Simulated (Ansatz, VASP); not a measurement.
# TiTeS: VASP beside Ansatz

Wanted: the spread between two codes on one cell, functional and k mesh. Of the first pair: The structure shown is the start of the Ansatz relaxation below; VASP solves that cell, so the two are compared at the walk's first step.

Method: plane waves, with VASP 6.6.1 beside it; PBEsol, in Ansatz 0.2.0.

### Step 1. The starting structure

The cell holds 3 atoms: 1 Ti, 1 S and 1 Te. Its edges and angles: a = 3.697 Å, b = 3.697 Å, c = 30.000 Å, α = 90.0°, β = 90.0°, γ = 120.0°. Vacuum lies along c.

### Step 2. Ansatz: relaxation, PBEsol

Ansatz runs on its PAW soft_1 files.

The two programs are compared at the cell with which this relaxation starts, whose forces are those of its first step.

File input.yaml:

```yaml
crystal:
  lattice:
    - [3.6966466384, 0.0, 0.0]
    - [-1.8483233192, 3.2013898977, 0.0]
    - [0.0, 0.0, 30.0]
  atoms:
    - { symbol: Ti, position: [0.0, 0.0, 0.3400281963] }
    - { symbol: S, position: [0.3333333333, 0.6666666667, 0.3780182063] }
    - { symbol: Te, position: [0.6666666667, 0.3333333333, 0.2786202642] }
  periodic: [true, true, false]
kpoints:
  mp_grid: { grid: [15, 15, 1] }
hamiltonian:
  xc: pbesol
  pseudopotentials: { kind: paw, azcp: { folder: soft_1 }, xc_functional: pbe }
scf:
  occupations: { method: methfessel_paxton, width: 0.2 }
output:
  forces: true
  stress: true
  eigenvalues: true
relax:
  adjacent_minimum: "off"
  f_tol: 0.001
  max_steps: 60
```

The run is started by

```bash
$ ansatz run input.yaml --threads 4 --pin off --max-ram 16384MiB --backend cpu --events-out ev --progress --plain --runs-dir out
```

Numbers of over 12 decimals in the logs are rounded to 6 here.

The log of the run:

```text
Warning: output.stress: scf.convergence.dr2_threshold = 1e-9 eV (the default of a walk held to its f_tol) is looser than the 3e-10 eV advised for a printed stress (1e-10 eV for each atom of the cell: 3). What an SCF threshold leaves in a stress goes as its square root, and in the free energy as the threshold itself, and one threshold admits the most on a small cell: [figures from the program's tests cut] Every solve  [...]
Engine: ansatz 0.2.0, aarch64-unknown-linux-gnu
Pseudopotentials: kind: paw
Pseudopotential: Ti, paw, valence charge 12, recommended cutoff 420 eV (normal), soft_1/Ti.paw.azcp
Pseudopotential: S, paw, valence charge 6, recommended cutoff 420 eV (normal), soft_1/S.paw.azcp
Pseudopotential: Te, paw, valence charge 16, recommended cutoff 420 eV (normal), soft_1/Te.paw.azcp
Functional definition: PBEsol
  exchange = pbesol_x
  correlation = pbesol_c
Crystal: 3 atoms, lattice volume = 355.032 Å³
Basis set: ecut = 420 eV, 6977 PW (Γ), exchange–correlation on 50×50×432 points (8 copies of the dense FFT grid, shifted against one another)
Bands: 21, of which v1, the nominal top of the filled ones, is band 17 counted from 1 (16 counted from 0)
Symmetry: 6 space group operations
Space group: P3m1 (ITA 156), of the structure as read, at distance tolerance 7.1e-5 Å
k-points: 27 of 225 (time reversal used)
Non-local potential: Ti, projectors of the file, l = 0: 3, l = 1: 2, l = 2: 3, l = 3: 1
Non-local potential: S, projectors of the file, l = 0: 2, l = 1: 2, l = 2: 1
Non-local potential: Te, projectors of the file, l = 0: 2, l = 1: 2, l = 2: 2, l = 3: 1
PAW form: soft (Blöchl's): semilocal exchange-correlation on the pseudo side does not see the compensation charge
PAW frozen core: Ti, regenerated for the run's functional, and the local potential with it (the file was generated under x = pbe(κ = 0.804, μ = 0.219515), c = pbe(β = 0.066725))
PAW frozen core: S, regenerated for the run's functional, and the local potential with it (the file was generated under x = pbe(κ = 0.804, μ = 0.219515), c = pbe(β = 0.066725))
PAW frozen core: Te, regenerated for the run's functional, and the local potential with it (the file was generated under x = pbe(κ = 0.804, μ = 0.219515), c = pbe(β = 0.066725))
PAW one-centre angular grid: Ti, 590 points (default); XC on 64 Gauss nodes
PAW one-centre angular grid: S, 110 points (default); XC on 64 Gauss nodes
PAW one-centre angular grid: Te, 590 points (default); XC on 64 Gauss nodes
Initial density: superposition of atomic densities (neutral atoms: chi_scale 0, normalization atom)
Initial wavefunctions: pseudopotential atomic-orbital guess
Functional: x = pbesol(κ = 0.804, μ = 0.123457), c = pbesol(β = 0.046)
SCF iter   1: F=—  HF=-10263.976257 eV  |F-HF|=—  |Δ(HF+E_count)|=         —  Δρ=2.12e-2  dr2=2.43e0  ethr=3.10e-3  ⟨swp⟩=14.2  Hψ=4635  notcnv=0
preconditioner: auto → LDOS  [insulator: Δε(μ)=0.211 eV  Ē_g=6.866 eV  σ=0.200 eV  W_gap=0.72  n_scr=16 (ndim 8)  ℏωp=7.9 eV  f_vac=0.758  D(μ)=0.95/eV (n_scr^D=6)  ε∞_Penn≈2.3  β→1.0]
SCF iter   2: F=—  HF=-10264.401209 eV  |F-HF|=—  |Δ(HF+E_count)|=   4.25e-1  S|Δr|=    0.00e0  Δρ=1.95e-2  dr2=5.65e0  ethr=3.10e-3  ⟨swp⟩=4.6  Hψ=1694  notcnv=0
SCF iter   3: F=—  HF=-10263.392718 eV  |F-HF|=—  |Δ(HF+E_count)|=    1.01e0  S|Δr|=    0.00e0  Δρ=5.36e-3  dr2=2.45e-1  ethr=3.10e-3  ⟨swp⟩=3.9  Hψ=1558  notcnv=0
SCF iter   4: F=—  HF=-10263.387651 eV  |F-HF|=—  |Δ(HF+E_count)|=   5.07e-3  S|Δr|=    0.00e0  Δρ=3.73e-3  dr2=9.66e-2  ethr=7.21e-4  ⟨swp⟩=3.0  Hψ=1318  notcnv=0
SCF iter   5: F=—  HF=-10263.380369 eV  |F-HF|=—  |Δ(HF+E_count)|=   7.28e-3  S|Δr|=    0.00e0  Δρ=1.32e-3  dr2=9.92e-3  ethr=2.84e-4  ⟨swp⟩=2.0  Hψ=727  notcnv=0
SCF iter   6: F=—  HF=-10263.378899 eV  |F-HF|=—  |Δ(HF+E_count)|=   1.47e-3  S|Δr|=    0.00e0  Δρ=3.95e-4  dr2=1.02e-3  ethr=2.92e-5  ⟨swp⟩=2.2  Hψ=823  notcnv=0
SCF iter   7: F=—  HF=-10263.378849 eV  |F-HF|=—  |Δ(HF+E_count)|=   5.05e-5  S|Δr|=    0.00e0  Δρ=1.03e-4  dr2=9.31e-5  ethr=3.00e-6  ⟨swp⟩=2.8  Hψ=931  notcnv=0
[...]
SCF iter   3: F=—  HF=-10263.379855 eV  |F-HF|=—  |Δ(HF+E_count)|=   1.11e-3  S|Δr|=    0.00e0  Δρ=6.49e-4  dr2=5.17e-3  ethr=2.40e-5  ⟨swp⟩=2.4  Hψ=865  notcnv=0
SCF iter   4: F=—  HF=-10263.379440 eV  |F-HF|=—  |Δ(HF+E_count)|=   4.15e-4  S|Δr|=    0.00e0  Δρ=7.55e-5  dr2=5.33e-5  ethr=1.52e-5  ⟨swp⟩=2.5  Hψ=802  notcnv=0
SCF iter   5: F=—  HF=-10263.379524 eV  |F-HF|=—  |Δ(HF+E_count)|=   8.39e-5  S|Δr|=    0.00e0  Δρ=5.37e-5  dr2=5.85e-5  ethr=1.57e-7  ⟨swp⟩=3.9  Hψ=1096  notcnv=0
SCF iter   6: F=—  HF=-10263.379521 eV  |F-HF|=—  |Δ(HF+E_count)|=   3.20e-6  S|Δr|=    0.00e0  Δρ=2.68e-5  dr2=1.05e-5  ethr=1.57e-7  ⟨swp⟩=2.1  Hψ=750  notcnv=0
SCF iter   7: F=-10263.379520 eV  HF=-10263.379520 eV  |F-HF|=7.36e-8  |Δ(HF+E_count)|=   7.38e-7  S|Δr|=    0.00e0  Δρ=3.29e-6  dr2=6.74e-8  ethr=5.00e-9  ⟨swp⟩=10.7  Hψ=3649  notcnv=0
SCF 2 converged in 7 iterations: F = -10263.379520 eV  dr2 = 6.74e-8
relax step   2: F+E_penalty+E_count = -10263.37952018 eV  Δ(F+E_penalty+E_count) = -5.837e-4 eV  max|allowed force component| = 1.783e-1 eV/Å  Δτ_max = 0.0295 Å  (7 SCF iters, dr2 threshold 1.70e-6 eV, accepted)
[...]
relax step   3: F+E_penalty+E_count = -10263.38140334 eV  Δ(F+E_penalty+E_count) = -1.883e-3 eV  max|allowed force component| = 2.914e-2 eV/Å  Δτ_max = 0.0144 Å  (6 SCF iters, dr2 threshold 1.99e-6 eV, accepted)
[...]
relax step   4: F+E_penalty+E_count = -10263.38144037 eV  Δ(F+E_penalty+E_count) = -3.703e-5 eV  max|allowed force component| = 7.920e-3 eV/Å  Δτ_max = 0.0012 Å  (6 SCF iters, dr2 threshold 5.31e-8 eV, accepted)
[...]
relax step   5: F+E_penalty+E_count = -10263.38144404 eV  Δ(F+E_penalty+E_count) = -3.674e-6 eV  max|allowed force component| = 4.072e-4 eV/Å  Δτ_max = 0.0006 Å  (6 SCF iters, dr2 threshold 3.92e-9 eV, accepted)
[...]
relax step   6: F+E_penalty+E_count = -10263.38144404 eV  Δ(F+E_penalty+E_count) = +1.091e-11 eV  max|allowed force component| = 4.283e-4 eV/Å  Δτ_max = 0.0000 Å  (2 SCF iters, accepted)
SCF converged after 2 iterations
Stability not checked: this state was not tested for a lower state beside it, because cold or Methfessel-Paxton smearing, or corrected tetrahedra, fill the levels in a way that the test cannot read (fill_not_monotonic; see scf.lower_state_search)
Free energy (F): -10263.381444 eV
Harris-Foulkes:  -10263.381444 eV  (|F-HF|=1.08e-9)
Internal energy: -10263.393654 eV  (E = F + TS)
E sigma→0 (E₀):  -10263.384497 eV
Entropy (-TS):   0.012210 eV (4.070 meV/atom)
Fermi energy:    -4.888727 eV
Step filling:    the computed levels leave a gap of 0.0836 eV = 0.4 smearing widths at the electron count; against every level under it full and every level over it empty, smearing changes F+E_penalty+E_count by +5.987 meV and its σ→0 estimate by +2.935 meV
--- Per-component energies (eV) ---
  E_band       = -935.755184
  E_kinetic    = 556.165290
  E_local      = -56082.328818  (includes V_loc(G=0)·N_el)
  E_nonlocal   = 164.300652
  E_hartree    = 27666.479760
  E_xc         = -324.080051
  E_vxc        = -328.482397  (∫ρ·V_xc dr)
  E_paw        = -6202.500931  (= ΣΔE_a)
  E_vpaw       = -578.368635  (= ΣTr[D̂ρ^β])
  E_aug_tail   = 0.000013  (compensation charges beyond the density's cutoff)
  E_ewald      = 23957.994286
  E_core_change = 0.576145  (= ΣΔE_core)
  E_smearing   = 0.012210  (= −TS)
  E_closure    = 0.000000  (closes the sum)
  Σ components = -10263.381444   (vs F -10263.381444, Δ=0.00e0)
--- Forces (eV/Å), atoms counted from 1 ---
  atom   1  Ti    -0.00000000    -0.00000000    -0.00039080
  atom   2  S      0.00000000    -0.00000000     0.00042532
  atom   3  Te     0.00000000    -0.00000000    -0.00004346
  max |Σ_I F_I| component: 8.94e-6 eV/Å
--- 2D stress c σ (N/m, compression-positive) ---
       -3.200931       0.000000       0.000000
        0.000000      -3.200931       0.000000
        0.000000       0.000000       0.000000
  P = ½ c Tr σ = -3.2009 N/m
--- Band table (eV; the first three rows and the last of 27) ---
  k-point 0: bands = [... 13 lower, -8.4028, -6.7088, -4.9001, -4.9001, -4.3273, -4.3273, -3.8485, -1.6391]
  k-point 1: bands = [... 13 lower, -8.3900, -6.6191, -5.1810, -5.0711, -4.4947, -4.1834, -3.6718, -1.9356]
  k-point 2: bands = [... 13 lower, -8.3555, -6.4601, -5.9049, -5.3652, -4.6082, -3.9798, -3.5470, -2.4116]
  k-point 26: bands = [... 13 lower, -9.1043, -7.9369, -7.3329, -7.1864, -4.4165, -4.2772, -3.8404, -3.0104]
--- Relaxed structure (6 steps of the walk, 6 accepted, 0 SCFs on fresh bases) ---
  F+E_penalty+E_count = -10263.38144404 eV   max|allowed force component| = 4.283e-4 eV/Å
  cell:  # Å, volume = 355.0322 Å³
    - [3.696647, 0.0, 0.0]
    - [-1.848323, 3.201390, 0.0]
    - [0.0, 0.0, 30.0]
  atoms:
    - { symbol: Ti, position: [0, 0, 0.340145] }
    - { symbol: S, position: [0.333333, 0.666667, 0.377401] }
    - { symbol: Te, position: [0.666667, 0.333333, 0.279121] }
```

The column dr2 measures how far the density is from self-consistency, as an energy; F and HF (Harris–Foulkes) agree once it is small.

### Step 3. VASP: single point, PBEsol, start cell, pair 1

The same cell, functional, mesh and smearing now go to VASP, with its own data sets.

Lines of VASP's logs that name or quote its potential files are left out, and so is its time.

File INCAR:

```
SYSTEM = TiTeS
PREC = Accurate
ENCUT = 400
EDIFF = 1E-06
NELM = 120
ISMEAR = 1
SIGMA = 0.2
LREAL = .FALSE.
ALGO = Normal
GGA = PS
NBANDS = 18
LASPH = .TRUE.
LORBIT = 11
LWAVE = .FALSE.
LCHARG = .FALSE.
ISIF = 2
LDIPOL = .TRUE.
IDIPOL = 3
DIPOL = 0.5 0.5 0.332
LVHAR = .TRUE.
GGA_COMPAT = .FALSE.
NELMDL = -8
KPAR = 2
```

File POSCAR:

```
TiTeS
1.0
    3.6966466384      0.0000000000      0.0000000000
   -1.8483233192      3.2013898977      0.0000000000
    0.0000000000      0.0000000000     30.0000000000
Ti S Te
1 1 1
Direct
    0.0000000000      0.0000000000      0.3400282000
    0.3333333333      0.6666666667      0.3780182000
    0.6666666667      0.3333333333      0.2786202667
```

File KPOINTS:

```
Automatic mesh
0
Gamma
15 15 1
0 0 0
```

The projector-augmented-wave data sets are Ti_sv, S and Te (PBE family, release 64).

The run is started by

```bash
$ mpirun -np 2 vasp_std
```

The log of the run:

```text
[banner, memory and clock lines left out]
running    2 mpi-ranks, on    1 nodes
 distrk:  each k-point on    1 cores,    2 groups
 distr:  one band on    1 cores,    1 groups

 POSCAR found type information on POSCAR TiS Te
 POSCAR found :  3 types and       3 ions
|                                                                             |
|               ----> ADVICE to this user running VASP <----                  |
|                                                                             |
|     You enforced a specific xc type in the INCAR file but a different       |
|     [... a line on the potential file left out ...]
|     I HOPE YOU KNOW WHAT YOU ARE DOING!                                     |
|                                                                             |

 LDA part: xc-table for (Slater+PW92), standard interpolation
 POSCAR, INCAR and KPOINTS ok, starting setup
 FFT: planning ... GRIDC
 FFT: planning ... GRID_SOFT
 FFT: planning ... GRID
 WAVECAR not read
 entering main loop
       N       E                     dE             d eps       ncg     rms          rms(c)
DAV:   1     0.149247317738E+03    0.14925E+03   -0.93947E+03  1196   0.804E+02
DAV:   2     0.652152232318E+00   -0.14860E+03   -0.14566E+03  1278   0.220E+02
DAV:   3    -0.213755083549E+02   -0.22028E+02   -0.21942E+02  1730   0.768E+01
DAV:   4    -0.223640666579E+02   -0.98856E+00   -0.98516E+00  1338   0.164E+01
DAV:   5    -0.224464973227E+02   -0.82431E-01   -0.82399E-01  1556   0.382E+00
DAV:   6    -0.224472098933E+02   -0.71257E-03   -0.71253E-03  1384   0.466E-01
DAV:   7    -0.224472356206E+02   -0.25727E-04   -0.25727E-04  1608   0.758E-02
DAV:   8    -0.224472358303E+02   -0.20970E-06   -0.20977E-06  1352   0.763E-03    0.132E+01
DAV:   9    -0.212693458847E+02    0.11779E+01   -0.43112E+01  1324   0.440E+01    0.139E+01
DAV:  10    -0.197880087693E+02    0.14813E+01   -0.37469E+01  1382   0.376E+01    0.667E+00
DAV:  11    -0.192364465027E+02    0.55156E+00   -0.24291E+00  1162   0.107E+01    0.239E+00
DAV:  12    -0.192712115988E+02   -0.34765E-01   -0.97534E-01  1402   0.614E+00    0.230E+00
DAV:  13    -0.192097471914E+02    0.61464E-01   -0.56383E-01  1300   0.521E+00    0.678E-01
DAV:  14    -0.192098811564E+02   -0.13397E-03   -0.49481E-02  1152   0.164E+00    0.474E-01
[...]
DAV:  24    -0.192081405760E+02   -0.26134E-04   -0.60423E-07   922   0.437E-03    0.426E-03
DAV:  25    -0.192081546848E+02   -0.14109E-04   -0.71022E-07   980   0.351E-03    0.311E-03
DAV:  26    -0.192081599973E+02   -0.53124E-05   -0.13261E-07   806   0.289E-03    0.147E-03
DAV:  27    -0.192081654121E+02   -0.54148E-05   -0.14972E-07   858   0.249E-03    0.242E-03
DAV:  28    -0.192081692036E+02   -0.37915E-05   -0.17021E-07   814   0.185E-03    0.476E-04
DAV:  29    -0.192081703550E+02   -0.11513E-05   -0.32590E-08   654   0.847E-04    0.890E-04
DAV:  30    -0.192081716431E+02   -0.12881E-05   -0.37566E-08   744   0.976E-04    0.432E-04
DAV:  31    -0.192081720605E+02   -0.41747E-06   -0.14731E-08   604   0.736E-04
   1 F= -.19208172E+02 E0= -.19211977E+02  d E =0.114150E-01
```

OUTCAR, selected parts (step 3):

```text
ion  position               nearest neighbor table
   1  0.000  0.000  0.340-   2 2.42   2 2.42   2 2.42   3 2.82   3 2.82   3 2.82
   2  0.333  0.667  0.378-   1 2.42   1 2.42   1 2.42
   3  0.667  0.333  0.279-   1 2.82   1 2.82   1 2.82

  LATTYP: Found a hexagonal cell.
 ALAT       =     3.6966466384
 C/A-ratio  =     8.1154632656

 Subroutine GETGRP returns: Found  6 space group operations
 (whereof  6 operations were pure point group operations)

The static configuration has the point symmetry C_3v.

 Found     27 irreducible k-points:

   k-points           NKPTS =     27   k-points in BZ     NKDIM =     27   number of bands    NBANDS=     18

   dimension x,y,z NGX =    24 NGY =   24 NGZ =  196
   dimension x,y,z NGXF=    48 NGYF=   48 NGZF=  392

   ENCUT  =  400.0 eV  29.40 Ry    5.42 a.u.   6.03  6.03 48.92*2*pi/ulx,y,z

   NELECT =      24.0000    total number of electrons

 k-points in reciprocal lattice and weights: Automatic mesh
   0.00000000  0.00000000  0.00000000       0.004
   0.06666667  0.00000000  0.00000000       0.027
   0.13333333  0.00000000  0.00000000       0.027
   0.20000000 -0.00000000  0.00000000       0.027
   0.26666667  0.00000000  0.00000000       0.027
   0.33333333  0.00000000  0.00000000       0.027
   0.40000000  0.00000000  0.00000000       0.027
   0.46666667  0.00000000  0.00000000       0.027
   0.06666667  0.06666667  0.00000000       0.027
[...]
0.33333333  0.26666667  0.00000000       0.053
   0.33333333  0.33333333  0.00000000       0.009

 dipolmoment           0.000000      0.000000      0.012328 electrons x Angstroem

 average (electrostatic) potential at core
       1 -84.4733       2 -94.4787       3 -96.6990

 E-fermi :  -2.6971

 k-point     1 :       0.0000    0.0000    0.0000
  band No.  band energies     occupation
    ...
      8      -6.1058      2.00000
      9      -6.1058      2.00000
     10      -4.5086      2.00000
     11      -2.6798      0.85434
     12      -2.6798      0.85434
     13      -2.1133     -0.00029
     14      -2.1133     -0.00029
     15      -1.6811     -0.00000
     16       0.5235     -0.00000
     17       0.5235     -0.00000
    ...

 k-point     2 :       0.0667    0.0000    0.0000
  band No.  band energies     occupation
    ...
      8      -6.2169      2.00000
      9      -6.0940      2.00000
     10      -4.4181      2.00000
     11      -2.9591      2.06892
     12      -2.8485      1.95656
     13      -2.2870     -0.01353
     14      -1.9713     -0.00000
     15      -1.4989     -0.00000
     16       0.2322     -0.00000
     17       0.4538     -0.00000
    ...

 k-point     3 :       0.1333    0.0000    0.0000
  band No.  band energies     occupation
    ...
      8      -6.4682      2.00000
      9      -6.0623      2.00000
     10      -4.2596      2.00000
     11      -3.6818      2.00000
     12      -3.1386      2.00773
     13      -2.4006     -0.05686
     14      -1.7707     -0.00000
     15      -1.3752     -0.00000
     16      -0.2383     -0.00000
     17       0.3013     -0.00000
    ...

  Total       -2.6468997     -2.6468997     -0.4177925      0.0000000      0.0000000      0.0000000
  in kB      -11.9448393    -11.9448393     -1.8854000      0.0000000      0.0000000      0.0000000
  external PRESSURE =      -8.5916929 kB  Pullay stress =       0.0000000 kB

  energy-cutoff  :      400.00
  volume of cell :      355.03
      direct lattice vectors                 reciprocal lattice vectors
     3.696646638  0.000000000  0.000000000     0.270515442  0.156182163  0.000000000
    -1.848323319  3.201389898  0.000000000     0.000000000  0.312364327  0.000000000
     0.000000000  0.000000000 30.000000000     0.000000000  0.000000000  0.033333333

 POSITION                                       TOTAL-FORCE (eV/Angst)
 -----------------------------------------------------------------------------------
      0.00000      0.00000     10.20085        -0.000000      0.000000      0.047551
     -0.00000      2.13426     11.34055         0.000000      0.000000     -0.142868
      1.84832      1.06713      8.35861        -0.000000     -0.000000      0.095318
 -----------------------------------------------------------------------------------
    total drift:                                0.000000     -0.000000      0.000884

  FREE ENERGIE OF THE ION-ELECTRON SYSTEM (eV)
  ---------------------------------------------------
  free  energy   TOTEN  =       -19.2081720605 eV

  energy  without entropy=      -19.2195870512  energy(sigma->0) =      -19.21197706

 vacuum level on the upper side and lower side of the slab         2.318         2.130

 total charge
# of ion       s       p       d       tot
------------------------------------------
    1        2.175   6.141   1.837  10.153
    2        1.338   2.378   0.000   3.715
    3        1.390   1.965   0.032   3.387
--------------------------------------------------
tot          4.902  10.484   1.869  17.255

[... 3 further parts left out ...]
```

The run ends at a pressure of -0.86 GPa, with forces up to 0.14 eV/Å.

### Step 4. Side by side

Known differences besides the potentials themselves: Ansatz cuts the interaction across the vacuum, VASP repeats the sheet with a dipole correction (LDIPOL); the data sets hold 34 valence electrons in Ansatz (on its PAW soft_1 files) and 24 in VASP; the cutoff is 420 eV in Ansatz and 400 eV in VASP; Ansatz makes its cores anew for this functional, VASP keeps those of its PBE data sets. Total energies have different zeros and are not compared.

Forces (eV/Å; atoms numbered as in POSCAR):

```tsv
atom	Ansatz x, y, z	VASP x, y, z
Ti1	0.000, 0.000, 0.045	0.000, 0.000, 0.048
S2	0.000, 0.000, -0.165	0.000, 0.000, -0.143
Te3	0.000, 0.000, 0.120	0.000, 0.000, 0.095
```

The forces differ by 11 meV/Å r.m.s., which is 18.5 % of the r.m.s. force of 0.059 eV/Å (both taken over all components). Where the cell holds vacuum, a pressure given here is an average over it and none of the material.

### Step 5. Ansatz: relaxation, PBEsol

This run makes the geometry at which the two programs are then compared.

The structure compared here is the end of the Ansatz relaxation.

This is the run of step 2 again, met here at its other cell.

[end of part 1 of 2]

[Lines on the potential files, build, host, timing and source positions are cut from VASP's logs without a mark.]

[Logs are printed without paths, hosts, clocks, repeated set-up lines and the standing remarks that a program may print on its own settings, such as how far it seeks lower states.]

[Hosts, paths, dates, database ids (printed as entryN), source tags and the programs' standing remarks are cut or masked in the printed files.]
